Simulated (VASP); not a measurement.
Data:

```xyz
1
Lattice="0.0000 1.7381 1.7381 1.7381 0.0000 1.7381 1.7381 1.7381 0.0000" Properties=species:S:1:pos:R:3 pbc="T T T"
Ni     1.7381     1.7381     3.4763
```
Starting moments (μB, in the order of the record's atoms Ni): 0.8.

Method: r2SCAN meta-GGA, VASP's PBE PAW potentials (set 64) (plane waves; VASP). Run with 400 eV cut-off, 20×20×20 Γ-centred mesh, tetrahedra with Blöchl corrections, potentials Ni.

Task: Predict the cell moment, energy per atom (σ→0), band gap (over mesh and band path) with the smallest direct gap where there is one.

Result: 
| Quantity | Value |
|---|---|
| band gap (over mesh and band path) | none (metal, semimetal or under 0.01 eV) |
| cell moment | 0.71 μB |
| energy per atom (σ→0) | -11.942 eV/atom |

Task: Give the moment on each site (PAW-sphere projection).

Result: 
| site | moment (μB) |
|---|---|
| Ni1 | 0.73 |

The compound is Ni in the fcc structure. It was relaxed first.
